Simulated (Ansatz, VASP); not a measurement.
## SnTeSe in two plane-wave programs

Aim: how closely do two programs agree when they are given the same cell, functional and k mesh? The cell is taken from a series of runs on this material, whose earlier steps may have relaxed, scaled, displaced or heated it; both programs get it as it stands.

Main program and level: Ansatz 0.2.0; plane waves, with VASP 6.6.1 beside it; zone-centre phonons at PBEsol.

**1. Set-up**

The cell holds 3 atoms: 1 Sn, 1 Se and 1 Te. Cell: a = 3.911 Å, b = 3.911 Å, c = 30.000 Å, α = 90.0°, β = 90.0°, γ = 120.0°. Vacuum lies along c.

**2. VASP: zone-centre phonons, PBEsol**

Second derivatives magnify differences that forces hide, and they need a tight electronic threshold.

Lines of VASP's logs that name or quote its potential files are left out, and so is its time.

INCAR

```
SYSTEM = SnTeSe
PREC = Accurate
ENCUT = 500
EDIFF = 1E-08
NELM = 120
ISMEAR = 1
SIGMA = 0.15
LREAL = .FALSE.
ALGO = Normal
GGA = PS
NBANDS = 19
LORBIT = 11
LWAVE = .FALSE.
LCHARG = .FALSE.
ISIF = 2
IBRION = 8
LASPH = .TRUE.
GGA_COMPAT = .FALSE.
NELMDL = -8
KPAR = 2
```

POSCAR

```
SnTeSe
1.0
    3.9113419003      0.0000000000      0.0000000000
   -1.9556709502      3.3873214486      0.0000000000
    0.0000000000      0.0000000000     30.0000000000
Sn Se Te
1 1 1
Direct
    0.0000000000      0.0000000000      0.3354427752
    0.3333333333      0.6666666667      0.3871623255
    0.6666666667      0.3333333333      0.2740615658
```

KPOINTS

```
Automatic mesh
0
Gamma
12 12 1
0 0 0
```

PAW data sets: Sn_d, Se and Te (PBE family, release 64).

Started as:

```
$ mpirun -np 2 vasp_std
```

Numbers of over 12 decimals in the logs are rounded to 6 here.

Output:

```text
[banner, memory and clock lines left out]
running    2 mpi-ranks, on    1 nodes
 distrk:  each k-point on    1 cores,    2 groups
 distr:  one band on    1 cores,    1 groups

 POSCAR found type information on POSCAR SnSeTe
 POSCAR found :  3 types and       3 ions
|                                                                             |
|               ----> ADVICE to this user running VASP <----                  |
|                                                                             |
|     You enforced a specific xc type in the INCAR file but a different       |
|     [... a line on the potential file left out ...]
|     I HOPE YOU KNOW WHAT YOU ARE DOING!                                     |
|                                                                             |

 LDA part: xc-table for (Slater+PW92), standard interpolation
 POSCAR, INCAR and KPOINTS ok, starting setup
 FFT: planning ... GRIDC
 FFT: planning ... GRID_SOFT
 FFT: planning ... GRID
 WAVECAR not read
 entering main loop
       N       E                     dE             d eps       ncg     rms          rms(c)
DAV:   1     0.168358464081E+03    0.16836E+03   -0.99599E+03   866   0.973E+02
DAV:   2     0.654371996777E+01   -0.16181E+03   -0.15807E+03   941   0.211E+02
DAV:   3    -0.117493186716E+02   -0.18293E+02   -0.18240E+02   957   0.834E+01
DAV:   4    -0.122607399628E+02   -0.51142E+00   -0.50936E+00   964   0.163E+01
DAV:   5    -0.122762007455E+02   -0.15461E-01   -0.15460E-01  1108   0.265E+00
DAV:   6    -0.122763511826E+02   -0.15044E-03   -0.15044E-03  1002   0.236E-01
DAV:   7    -0.122763585530E+02   -0.73703E-05   -0.73706E-05  1114   0.474E-02
DAV:   8    -0.122763586544E+02   -0.10148E-06   -0.10114E-06  1010   0.563E-03    0.630E+00
DAV:   9    -0.121035808702E+02    0.17278E+00   -0.45354E-01  1007   0.626E+00    0.371E+00
DAV:  10    -0.120819965986E+02    0.21584E-01   -0.23510E-01   855   0.334E+00    0.711E-01
DAV:  11    -0.120772955477E+02    0.47011E-02   -0.40660E-02   928   0.131E+00    0.262E-01
DAV:  12    -0.120765408630E+02    0.75468E-03   -0.36635E-03   916   0.544E-01    0.198E-01
DAV:  13    -0.120764201026E+02    0.12076E-03   -0.89123E-04   942   0.156E-01    0.888E-02
DAV:  14    -0.120764002398E+02    0.19863E-04   -0.31202E-04   938   0.861E-02    0.303E-02
[...]
DAV:  23    -0.120766111170E+02   -0.51749E-05   -0.10750E-07   766   0.997E-04    0.280E-04
DAV:  24    -0.120766124333E+02   -0.13164E-05   -0.11531E-08   818   0.392E-04    0.194E-04
DAV:  25    -0.120766139590E+02   -0.15256E-05   -0.18464E-08   690   0.363E-04    0.132E-04
DAV:  26    -0.120766147705E+02   -0.81157E-06   -0.10014E-08   763   0.279E-04    0.765E-05
DAV:  27    -0.120766149955E+02   -0.22496E-06   -0.26909E-10   793   0.125E-04    0.428E-05
DAV:  28    -0.120766151268E+02   -0.13126E-06    0.54320E-12   731   0.111E-04    0.152E-05
DAV:  29    -0.120766151481E+02   -0.21326E-07    0.10938E-09   769   0.596E-05    0.875E-06
DAV:  30    -0.120766151543E+02   -0.62137E-08    0.11792E-09   646   0.247E-05
   1 F= -.12076615E+02 E0= -.12077057E+02  d E =0.132545E-02
 Linear response reoptimize wavefunctions to high precision
DAV:   1    -0.120766151570E+02   -0.26916E-08    0.11932E-09   706   0.128E-05
DAV:   2    -0.120766151569E+02    0.65484E-10    0.12036E-09   561   0.585E-06
DAV:   3    -0.120766151570E+02   -0.34561E-10    0.11909E-09   502   0.381E-06
 Linear response DOF=           6
 Linear response progress:
  Degree of freedom:   1/  6
       N       E                     dE             d eps       ncg     rms          rms(c)
RMM:   1    -0.209655307685E+00   -0.20966E+00    0.69513E-01  3328   0.128E+01
RMM:   2    -0.215181838516E+00   -0.55265E-02   -0.14054E-02  5097   0.884E-01    0.738E-02
RMM:   3    -0.215152821247E+00    0.29017E-04   -0.11765E-03  5563   0.238E-01    0.389E-02
RMM:   4    -0.214980836081E+00    0.17199E-03   -0.11113E-04  5765   0.748E-02    0.179E-02
RMM:   5    -0.214902099783E+00    0.78736E-04   -0.17284E-05  5675   0.292E-02    0.431E-03
RMM:   6    -0.214904823234E+00   -0.27235E-05   -0.22317E-06  6223   0.109E-02    0.243E-03
RMM:   7    -0.214911983101E+00   -0.71599E-05   -0.56322E-07  6020   0.438E-03    0.280E-04
RMM:   8    -0.214911596711E+00    0.38639E-06   -0.12724E-07  6213   0.185E-03    0.190E-04
RMM:   9    -0.214912298142E+00   -0.70143E-06   -0.84800E-08  6115   0.857E-04    0.444E-05
RMM:  10    -0.214912143224E+00    0.15492E-06   -0.20556E-08  6375   0.399E-04    0.136E-05
RMM:  11    -0.214912117092E+00    0.26131E-07   -0.20455E-08  6267   0.202E-04    0.117E-05
RMM:  12    -0.214912090017E+00    0.27076E-07   -0.12519E-08  6346   0.105E-04    0.386E-06
RMM:  13    -0.214912055217E+00    0.34799E-07   -0.71967E-09  6412   0.575E-05    0.167E-06
RMM:  14    -0.214912050105E+00    0.51118E-08    0.14320E-09  6141   0.330E-05    0.206E-06
 first order change of Fermi-energy  -0.31640E-04
 force on displaced ion       1 direction 1 :  -4.070  -0.000  -0.000
 Linear response progress:
  Degree of freedom:   2/  6
       N       E                     dE             d eps       ncg     rms          rms(c)
RMM:   1    -0.236437223344E+00   -0.23644E+00    0.66644E-01   866   0.128E+01
RMM:   2    -0.241158803907E+00   -0.47216E-02   -0.15934E-02  1313   0.880E-01    0.117E-01
[...]
RMM:  15    -0.239794140913E+00   -0.12526E-06   -0.15230E-08  1528   0.503E-05    0.620E-06
RMM:  16    -0.239794140339E+00    0.57411E-09    0.45367E-09  1508   0.331E-05    0.765E-06
 first order change of Fermi-energy   0.14858E+01
 force on displaced ion       1 direction 3 :   0.000  -0.000 -11.939
 Linear response progress:
  Degree of freedom:   3/  6
       N       E                     dE             d eps       ncg     rms          rms(c)
RMM:   1    -0.800655749877E-01   -0.80066E-01    0.78732E-02  6421   0.141E+00
RMM:   2    -0.791538889182E-01    0.91169E-03   -0.29725E-03  4787   0.290E-01    0.830E-02
RMM:   3    -0.793199373281E-01   -0.16605E-03   -0.19892E-04  5370   0.819E-02    0.431E-02
RMM:   4    -0.795457896373E-01   -0.22585E-03   -0.53308E-05  5492   0.420E-02    0.657E-03
RMM:   5    -0.795617485623E-01   -0.15959E-04   -0.48297E-06  5903   0.130E-02    0.330E-03
RMM:   6    -0.795543545351E-01    0.73940E-05   -0.35180E-07  5817   0.313E-03    0.104E-03
RMM:   7    -0.795578530417E-01   -0.34985E-05   -0.14732E-07  5776   0.109E-03    0.374E-04
RMM:   8    -0.795587924046E-01   -0.93936E-06   -0.97170E-08  5919   0.437E-04    0.476E-05
RMM:   9    -0.795587684727E-01    0.23932E-07    0.23049E-07  6280   0.150E-04    0.206E-05
RMM:  10    -0.795587024197E-01    0.66053E-07   -0.60381E-08  6028   0.493E-05    0.646E-06
RMM:  11    -0.795587130147E-01   -0.10595E-07   -0.33251E-08  5992   0.181E-05    0.473E-06
RMM:  12    -0.795587390837E-01   -0.26069E-07    0.82799E-09  5560   0.879E-06    0.125E-06
RMM:  13    -0.795587386869E-01    0.39689E-09    0.74590E-10  5199   0.325E-06    0.443E-07
 first order change of Fermi-energy   0.72017E-04
 force on displaced ion       2 direction 1 :  -2.726  -0.000  -0.000
 Linear response progress:
  Degree of freedom:   4/  6
       N       E                     dE             d eps       ncg     rms          rms(c)
RMM:   1    -0.113923343419E+00   -0.11392E+00    0.81323E-02  1596   0.149E+00
RMM:   2    -0.112187124377E+00    0.17362E-02   -0.27728E-03  1306   0.260E-01    0.852E-02
RMM:   3    -0.111933030022E+00    0.25409E-03   -0.26115E-04  1403   0.866E-02    0.440E-02
RMM:   4    -0.111881736732E+00    0.51293E-04   -0.60573E-05  1333   0.412E-02    0.263E-02
RMM:   5    -0.111848389519E+00    0.33347E-04   -0.30357E-05  1405   0.303E-02    0.870E-03
RMM:   6    -0.111841413939E+00    0.69756E-05   -0.25271E-06  1466   0.100E-02    0.347E-03
RMM:   7    -0.111841410824E+00    0.31151E-08   -0.52846E-07  1426   0.370E-03    0.931E-04
RMM:   8    -0.111844163990E+00   -0.27532E-05   -0.90311E-08  1378   0.174E-03    0.365E-04
RMM:   9    -0.111846074496E+00   -0.19105E-05   -0.39028E-08  1432   0.759E-04    0.178E-04
RMM:  10    -0.111847242619E+00   -0.11681E-05   -0.29893E-08  1439   0.485E-04    0.990E-05
RMM:  11    -0.111849532128E+00   -0.22895E-05   -0.77687E-08  1410   0.591E-04    0.720E-05
RMM:  12    -0.111850143667E+00   -0.61154E-06    0.33392E-08  1467   0.279E-04    0.347E-05
RMM:  13    -0.111850204368E+00   -0.60701E-07    0.29507E-08  1513   0.121E-04    0.205E-05
RMM:  14    -0.111850213654E+00   -0.92863E-08    0.76578E-08  1506   0.834E-05    0.108E-05
 first order change of Fermi-energy  -0.27450E+00
 force on displaced ion       2 direction 3 :  -0.000  -0.000  -8.099
 Linear response progress:
  Degree of freedom:   5/  6
       N       E                     dE             d eps       ncg     rms          rms(c)
RMM:   1    -0.431304515333E-01   -0.43130E-01    0.27319E-02  6297   0.913E-01
RMM:   2    -0.427181508996E-01    0.41230E-03   -0.20893E-03  4945   0.247E-01    0.579E-02
RMM:   3    -0.428160581987E-01   -0.97907E-04   -0.15159E-04  5458   0.726E-02    0.397E-02
RMM:   4    -0.428998868185E-01   -0.83829E-04   -0.18139E-05  5637   0.274E-02    0.134E-02
RMM:   5    -0.429386855120E-01   -0.38799E-04   -0.23724E-06  5777   0.997E-03    0.251E-03
RMM:   6    -0.429346884551E-01    0.39971E-05   -0.31044E-07  5646   0.323E-03    0.382E-04
RMM:   7    -0.429359720607E-01   -0.12836E-05   -0.11596E-07  5830   0.912E-04    0.186E-04
RMM:   8    -0.429360507174E-01   -0.78657E-07   -0.54235E-08  5981   0.328E-04    0.362E-05
RMM:   9    -0.429360636122E-01   -0.12895E-07    0.18425E-07  6224   0.112E-04    0.171E-05
RMM:  10    -0.429360270326E-01    0.36580E-07   -0.17109E-08  5833   0.387E-05    0.482E-06
RMM:  11    -0.429360283574E-01   -0.13248E-08   -0.41205E-08  6042   0.141E-05    0.227E-06
 first order change of Fermi-energy  -0.35461E-04
 force on displaced ion       3 direction 1 :  -2.081  -0.000   0.000
 Linear response progress:
  Degree of freedom:   6/  6
       N       E                     dE             d eps       ncg     rms          rms(c)
RMM:   1    -0.776933372342E-01   -0.77693E-01    0.45182E-02  1600   0.106E+00
RMM:   2    -0.768672621075E-01    0.82608E-03   -0.23685E-03  1380   0.236E-01    0.974E-02
RMM:   3    -0.766929190198E-01    0.17434E-03   -0.22802E-04  1412   0.792E-02    0.613E-02
RMM:   4    -0.767286488198E-01   -0.35730E-04   -0.55382E-05  1318   0.361E-02    0.335E-02
RMM:   5    -0.767014408459E-01    0.27208E-04   -0.11094E-05  1420   0.184E-02    0.116E-02
RMM:   6    -0.766995888110E-01    0.18520E-05   -0.93907E-07  1360   0.621E-03    0.690E-03
RMM:   7    -0.766968266575E-01    0.27622E-05   -0.31986E-07  1425   0.321E-03    0.120E-03
RMM:   8    -0.766982650245E-01   -0.14384E-05   -0.31114E-08  1470   0.102E-03    0.512E-04
RMM:   9    -0.767009252931E-01   -0.26603E-05   -0.48886E-08  1461   0.789E-04    0.241E-04
RMM:  10    -0.767015719553E-01   -0.64666E-06    0.42912E-08  1497   0.291E-04    0.166E-04
RMM:  11    -0.767030339103E-01   -0.14620E-05    0.40252E-08  1360   0.481E-04    0.860E-05
RMM:  12    -0.767031558011E-01   -0.12189E-06   -0.37336E-07  1490   0.183E-04    0.361E-05
RMM:  13    -0.767034722219E-01   -0.31642E-06    0.57846E-08  1403   0.197E-04    0.245E-05
RMM:  14    -0.767034748252E-01   -0.26033E-08    0.12352E-07  1426   0.904E-05    0.220E-05
RMM:  15    -0.767034863205E-01   -0.11495E-07   -0.91934E-08  1449   0.730E-05    0.118E-05
RMM:  16    -0.767035001955E-01   -0.13875E-07    0.71439E-08  1496   0.370E-05    0.549E-06
RMM:  17    -0.767035173002E-01   -0.17105E-07    0.48311E-08  1437   0.251E-05    0.221E-06
RMM:  18    -0.767035218420E-01   -0.45418E-08    0.11635E-08  1449   0.140E-05    0.173E-06
 first order change of Fermi-energy  -0.12131E+01
 force on displaced ion       3 direction 3 :   0.000  -0.000  -6.074
 Linear response finished
```

OUTCAR, selected parts (step 2):

```text
ion  position               nearest neighbor table
   1  0.000  0.000  0.335-   2 2.74   2 2.74   2 2.74   3 2.91   3 2.91   3 2.91
   2  0.333  0.667  0.387-   1 2.74   1 2.74   1 2.74
   3  0.667  0.333  0.274-   1 2.91   1 2.91   1 2.91

  LATTYP: Found a hexagonal cell.
 ALAT       =     3.9113419003
 C/A-ratio  =     7.6700019494

 Subroutine GETGRP returns: Found  6 space group operations
 (whereof  6 operations were pure point group operations)

The static configuration has the point symmetry C_3v.

 Found     19 irreducible k-points:

   k-points           NKPTS =     19   k-points in BZ     NKDIM =     19   number of bands    NBANDS=     19

   dimension x,y,z NGX =    30 NGY =   30 NGZ =  224
   dimension x,y,z NGXF=    60 NGYF=   60 NGZF=  448

   ENCUT  =  500.0 eV  36.75 Ry    6.06 a.u.   7.13  7.13 54.70*2*pi/ulx,y,z

   NELECT =      26.0000    total number of electrons

 k-points in reciprocal lattice and weights: Automatic mesh
   0.00000000  0.00000000  0.00000000       0.007
   0.08333333  0.00000000  0.00000000       0.042
   0.16666667  0.00000000  0.00000000       0.042
   0.25000000  0.00000000  0.00000000       0.042
   0.33333333  0.00000000  0.00000000       0.042
   0.41666667  0.00000000  0.00000000       0.042
   0.50000000  0.00000000  0.00000000       0.021
   0.08333333  0.08333333  0.00000000       0.042
   0.16666667  0.08333333  0.00000000       0.083
[...]
0.33333333  0.25000000  0.00000000       0.083
   0.33333333  0.33333333  0.00000000       0.014

 average (electrostatic) potential at core
       1-109.8642       2 -60.8772       3 -96.6772

  Total        0.0357710      0.0357710      0.0603634     -0.0000000      0.0000000     -0.0000000
  in kB        0.1441912      0.1441912      0.2433216     -0.0000000      0.0000000     -0.0000000
  external PRESSURE =       0.1772347 kB  Pullay stress =       0.0000000 kB

  energy-cutoff  :      500.00
  volume of cell :      397.47
      direct lattice vectors                 reciprocal lattice vectors
     3.911341900  0.000000000  0.000000000     0.255666732  0.147609256  0.000000000
    -1.955670950  3.387321449  0.000000000     0.000000000  0.295218513  0.000000000
     0.000000000  0.000000000 30.000000000     0.000000000  0.000000000  0.033333333

 POSITION                                       TOTAL-FORCE (eV/Angst)
 -----------------------------------------------------------------------------------
      0.00000      0.00000     10.06328        -0.000000      0.000000     -0.002440
     -0.00000      2.25821     11.61487        -0.000000      0.000000      0.022900
      1.95567      1.12911      8.22185         0.000000     -0.000000     -0.020460
 -----------------------------------------------------------------------------------
    total drift:                               -0.000000     -0.000000     -0.001566

 Eigenvectors and eigenvalues of the dynamical matrix
 ----------------------------------------------------

   1 f  =    6.579131 THz    41.337902 2PiTHz  219.456202 cm-1    27.209089 meV
             X         Y         Z           dx          dy          dz
      0.000000  0.000000 10.063283    -0.000000   -0.000000   -0.721085
     -0.000000  2.258214 11.614870    -0.000000   -0.000000    0.672574
      1.955671  1.129107  8.221847     0.000000    0.000000    0.166378

   2 f  =    4.242405 THz    26.655819 2PiTHz  141.511412 cm-1    17.545171 meV
             X         Y         Z           dx          dy          dz
      0.000000  0.000000 10.063283    -0.000000   -0.000000    0.339383
     -0.000000  2.258214 11.614870     0.000000    0.000000    0.552234
      1.955671  1.129107  8.221847     0.000000    0.000000   -0.761483

   3 f  =    3.821845 THz    24.013361 2PiTHz  127.483031 cm-1    15.805874 meV
             X         Y         Z           dx          dy          dz
      0.000000  0.000000 10.063283    -0.265406    0.674498    0.000000
     -0.000000  2.258214 11.614870     0.244703   -0.621884    0.000000
      1.955671  1.129107  8.221847     0.061261   -0.155688    0.000000

   4 f  =    3.821845 THz    24.013361 2PiTHz  127.483031 cm-1    15.805874 meV
             X         Y         Z           dx          dy          dz
      0.000000  0.000000 10.063283     0.674498    0.265406    0.000000
     -0.000000  2.258214 11.614870    -0.621884   -0.244703    0.000000
      1.955671  1.129107  8.221847    -0.155688   -0.061261   -0.000000

   5 f  =    2.489332 THz    15.640931 2PiTHz   83.035161 cm-1    10.295043 meV
             X         Y         Z           dx          dy          dz
      0.000000  0.000000 10.063283    -0.123474    0.313802    0.000000
     -0.000000  2.258214 11.614870    -0.203563    0.517341    0.000000
      1.955671  1.129107  8.221847     0.278181   -0.706978    0.000000

   6 f  =    2.489332 THz    15.640931 2PiTHz   83.035161 cm-1    10.295043 meV
             X         Y         Z           dx          dy          dz
      0.000000  0.000000 10.063283     0.313802    0.123474   -0.000000
     -0.000000  2.258214 11.614870     0.517341    0.203563    0.000000
      1.955671  1.129107  8.221847    -0.706978   -0.278181   -0.000000

   7 f/i=    0.000770 THz     0.004839 2PiTHz    0.025689 cm-1     0.003185 meV
             X         Y         Z           dx          dy          dz
      0.000000  0.000000 10.063283     0.000000   -0.000000    0.604033
     -0.000000  2.258214 11.614870     0.000000   -0.000000    0.492628
      1.955671  1.129107  8.221847     0.000000   -0.000000    0.626468

   8 f/i=    0.015295 THz     0.096104 2PiTHz    0.510203 cm-1     0.063257 meV
             X         Y         Z           dx          dy          dz
      0.000000  0.000000 10.063283     0.579725    0.157521   -0.000000
     -0.000000  2.258214 11.614870     0.476973    0.129602   -0.000000
      1.955671  1.129107  8.221847     0.606351    0.164756   -0.000000

   9 f/i=    0.015295 THz     0.096104 2PiTHz    0.510203 cm-1     0.063257 meV
             X         Y         Z           dx          dy          dz
      0.000000  0.000000 10.063283     0.157521   -0.579725   -0.000000
     -0.000000  2.258214 11.614870     0.129602   -0.476973   -0.000000
      1.955671  1.129107  8.221847     0.164756   -0.606351   -0.000000

 ELASTIC MODULI CONTR FROM IONIC RELAXATION (kBar)
 Direction    XX          YY          ZZ          XY          YZ          ZX
 --------------------------------------------------------------------------------
 XX         -51.4797    -25.0456    -82.5830      0.0000     17.6423     -0.0000
 YY         -25.0456    -51.4797    -82.5830      0.0000    -17.6423      0.0000
 ZZ         -82.5830    -82.5830   -185.1888      0.0000      0.0000     -0.0000
 XY           0.0000      0.0000      0.0000    -13.2170      0.0000     29.2501
 YZ          17.6423    -17.6423      0.0000      0.0000    -35.3735      0.0000
 ZX          -0.0000      0.0000     -0.0000     29.2501      0.0000    -84.9579
 --------------------------------------------------------------------------------
```

[end of part 1 of 2]

[Lines on the potential files, build, host, timing and source positions are cut from VASP's logs without a mark.]

[Logs are printed without paths, hosts, clocks, repeated set-up lines and the standing remarks that a program may print on its own settings, such as how far it seeks lower states.]

[Hosts, paths, dates, database ids (printed as entryN), source tags and the programs' standing remarks are cut or masked in the printed files.]
